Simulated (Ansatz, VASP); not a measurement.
# Hf (Hafnium) in two plane-wave programs, part 2 of 2

Wanted: the spread between two codes on one cell, functional and k mesh. The cell is taken from a series of VASP runs on this material, whose earlier steps may have relaxed, scaled or displaced it; both programs get it as it stands.

VASP 6.6.1 and Ansatz 0.2.0.

So far: The structure; VASP: zone-centre phonons, PBE; Ansatz: zone-centre phonons, PBE.

### Step 4. Differences

Known differences besides the potentials themselves: the data sets hold 52 valence electrons in Ansatz (default PAW (the set named soft_2) files) and 20 in VASP; the cutoff is 420 eV in Ansatz and 450 eV in VASP; VASP leaves aspherical gradient terms in its spheres out (LASPH is not set), Ansatz keeps them. Total energies have different zeros and are not compared.

Both answers:

```
                  quantity  Ansatz  VASP  difference
optical mode 1 to 2 (cm⁻¹)    78.4  78.8     -0.48 %
     optical mode 3 (cm⁻¹)    90.0  87.4     +2.89 %
```

Modes are paired by rising frequency and degeneracy, not by their patterns, so a pair may still set unlike modes beside each other.

### Step 5. Ansatz: zone-centre phonons, PBEsol with D3(BJ)

Second derivatives magnify differences that forces hide, and they need a tight electronic threshold. The cell compared in this pair holds 41.57 Å³, against 44.89 Å³ for the pair before.

The cell is taken from a series of VASP runs on this material, whose earlier steps may have relaxed, scaled or displaced it; both programs get it as it stands.

File input.yaml:

```yaml
crystal:
  lattice:
    - [3.1164741844, 0.0, 0.0]
    - [-1.5582370922, 2.6989458139, 0.0]
    - [0.0, 0.0, 4.94181336]
  atoms:
    - { symbol: Hf, position: [0.6666666667, 0.3333333333, 0.75] }
    - { symbol: Hf, position: [0.3333333333, 0.6666666667, 0.25] }
hamiltonian:
  xc: pbesol
  pseudopotentials: { kind: paw }
  dispersion: d3bj
kpoints:
  mp_grid: { grid: [12, 12, 8] }
scf:
  occupations: { method: methfessel_paxton, width: 0.15 }
phonons:
  method: dfpt
  qpoints: [[0, 0, 0]]
```

Command:

```console
$ ansatz run input.yaml --threads 4 --pin off --max-ram 9216MiB --backend cpu --events-out ev --progress --plain --runs-dir out
```

Numbers of over 12 decimals in the logs are rounded to 6 here.

Log:

```text
[...]
Crystal: 2 atoms, lattice volume = 41.567 Å³
Basis set: ecut = 420 eV, 809 PW (Γ), exchange–correlation on 48×48×72 points (8 copies of the dense FFT grid, shifted against one another)
Bands: 32, of which v1, the nominal top of the filled ones, is band 26 counted from 1 (25 counted from 0)
Symmetry: 24 space group operations
k-points: 215 of 1152 (irreducible under 4 space group operations, time reversal used)
[...]
pairwise dispersion correction: d3bj (s6 = 1.0, s8 = 2.9491, a1 = 0.4466, a2_bohr = 6.1742), with the weights of each atom's references fixed at the reference crystal's, and the forces and stress that the weights' published response gives there kept as a pressure on the atom's counted neighbours (hamiltonian.dispersion)
  ASR residual per site (eV/Å²): 3.48e-5 3.48e-5
  Γ frequencies (cm⁻¹): 0.00 0.00 0.00 77.70 77.70 115.48
[...]
--- Phonons (arbitrary-q DFPT): 1 explicit q-point ---
[...]
[key lines of the parts left out:]
SCF converged after 9 iterations
Free energy (F): -31197.130275 eV
Fermi energy:    21.429152 eV
```

Wall time 18 s (4 threads of Arm Neoverse V2, shared host); peak memory 1.1 GiB; 67 s of CPU time.

### Step 6. VASP: zone-centre phonons, PBEsol with D3(BJ)

The same cell, functional, mesh and smearing now go to VASP, with its own data sets and cutoff.

File INCAR:

```
SYSTEM = Hf
PREC = Accurate
ENCUT = 450
EDIFF = 1E-08
NELM = 100
ISMEAR = 1
SIGMA = 0.15
LREAL = .FALSE.
ALGO = Normal
GGA = PS
IVDW = 12
NBANDS = 16
LORBIT = 11
LWAVE = .FALSE.
LCHARG = .FALSE.
KPAR = 2
IBRION = 6
NFREE = 2
POTIM = 0.015
NSW = 1
ISIF = 2
```

File POSCAR:

```
Hf
1.0
    3.1164741844      0.0000000000      0.0000000000
   -1.5582370922      2.6989458139      0.0000000000
    0.0000000000      0.0000000000      4.9418133600
Hf
2
Direct
    0.6666666667      0.3333333333      0.7500000000
    0.3333333333      0.6666666667      0.2500000000
```

File KPOINTS:

```
Automatic mesh
0
Gamma
12 12 8
0 0 0
```

PAW data sets: Hf_pv (PBE family, release 64).

Command:

```console
$ mpirun -np 2 vasp_std
```

Log:

```text
[banner, memory and clock lines left out]
running    2 mpi-ranks, on    1 nodes
[...]
|                                                                             |
|               ----> ADVICE to this user running VASP <----                  |
|                                                                             |
|     You enforced a specific xc type in the INCAR file but a different       |
|     [... a line on the potential file left out ...]
|     I HOPE YOU KNOW WHAT YOU ARE DOING!                                     |
|                                                                             |

 LDA part: xc-table for (Slater+PW92), standard interpolation
 POSCAR, INCAR and KPOINTS ok, starting setup
[...]
entering main loop
       N       E                     dE             d eps       ncg     rms          rms(c)
DAV:   1     0.440579400090E+02    0.44058E+02   -0.10777E+04  3040   0.108E+03
DAV:   2    -0.202058259745E+02   -0.64264E+02   -0.62715E+02  4016   0.238E+02
DAV:   3    -0.216836939870E+02   -0.14779E+01   -0.14709E+01  4000   0.256E+01
DAV:   4    -0.216941362713E+02   -0.10442E-01   -0.10441E-01  3792   0.265E+00
[...]
DAV:  13    -0.209838806349E+02    0.55539E-07   -0.13537E-08  2696   0.909E-04    0.153E-03
DAV:  14    -0.209838806130E+02    0.21944E-07   -0.13765E-09  2176   0.316E-04    0.308E-04
DAV:  15    -0.209838806102E+02    0.27701E-08   -0.23204E-10  2080   0.121E-04
   1 F= -.22087991E+02 E0= -.22088540E+02  d E =0.164550E-02
[... from here on, the cycles between the ionic steps are left out ...]
   2 F= -.22087768E+02 E0= -.22088314E+02  d E =0.163752E-02
   3 F= -.22087768E+02 E0= -.22088314E+02  d E =0.163752E-02
   4 F= -.22087511E+02 E0= -.22088043E+02  d E =0.159551E-02
   5 F= -.22087511E+02 E0= -.22088043E+02  d E =0.159552E-02
 Finite differences progress:
  Degree of freedom:   2/  2
  Displacement:        2/  2
  Total:               4/  4
```

OUTCAR, selected parts (step 6):

```text
 Edisp (eV)   -1.10411

 Edisp (eV)   -1.10411

  Total       0.00423     0.00423     0.00423     0.00000     0.00000     0.00000
  in kB       0.16315     0.16315     0.16296     0.00000     0.00000     0.00000
  external pressure =        0.16 kB  Pullay stress =        0.00 kB

 POSITION                                       TOTAL-FORCE (eV/Angst)
 -----------------------------------------------------------------------------------
      1.55824      0.89965      3.69136         0.000000     -0.000000      0.064114
     -0.00000      1.79930      1.23545        -0.000000      0.000000     -0.064114
 -----------------------------------------------------------------------------------
    total drift:                               -0.000000      0.000000     -0.000854

  FREE ENERGIE OF THE ION-ELECTRON SYSTEM (eV)
  ---------------------------------------------------
  free  energy   TOTEN  =       -22.0875114379 eV

  energy  without entropy=      -22.0891069551  energy(sigma->0) =      -22.08804328

[... 1 part as in an earlier step ...]

[... 2 further parts left out ...]
[key lines of the parts left out:]
E-fermi :   5.3077
```

### Step 7. Comparison

What differs besides the data sets and the points named for the pairs above, as far as they apply: Ansatz makes its cores anew for this functional, VASP keeps those of its PBE data sets; Ansatz takes the dispersion share of the force constants at frozen C6 weights, VASP differentiates the full forces; VASP uses finite displacements, Ansatz perturbation theory. Total energies have different zeros and are not compared.

Compared:

```
                  quantity  Ansatz   VASP  difference
optical mode 1 to 2 (cm⁻¹)    77.7   78.0     -0.33 %
     optical mode 3 (cm⁻¹)   115.5  114.1     +1.18 %
```

Modes are paired by rising frequency and degeneracy, not by their patterns, so a pair may still set unlike modes beside each other.

### Step 8. Outcome

```yaml
r_m_s_difference_of_the_optical_zone_centre_modes_each_program_s_sorted_by_frequency_zone_centre_phonons_pbe: 1.5 cm⁻¹
difference_in_optical_mode_3_zone_centre_phonons_pbe: +2.9 %
r_m_s_difference_of_the_optical_zone_centre_modes_each_program_s_sorted_by_frequency_zone_centre_phonons_pbesol_with_d3_bj: 0.81 cm⁻¹
difference_in_optical_mode_3_zone_centre_phonons_pbesol_with_d3_bj: +1.2 %
```

What this shows: The r.m.s. difference of the optical zone-centre modes, each program's sorted by frequency is 1.5 cm⁻¹ (zone-centre phonons, PBE). Among the rows given in per cent, the largest difference of the zone-centre phonons, PBE pair is in optical mode 3, +2.9 %. Among the rows given in per cent, the largest difference of the zone-centre phonons, PBEsol with D3(BJ) pair is in optical mode 3, +1.2 %. How closely two codes agree says nothing of how well the functional describes the real material.

[Lines on the potential files, build, host, timing and source positions are cut from VASP's logs without a mark.]

[Logs are printed without paths, hosts, clocks, repeated set-up lines and the standing remarks that a program may print on its own settings, such as how far it seeks lower states.]

[Hosts, paths, dates, database ids (printed as entryN), source tags and the programs' standing remarks are cut or masked in the printed files.]
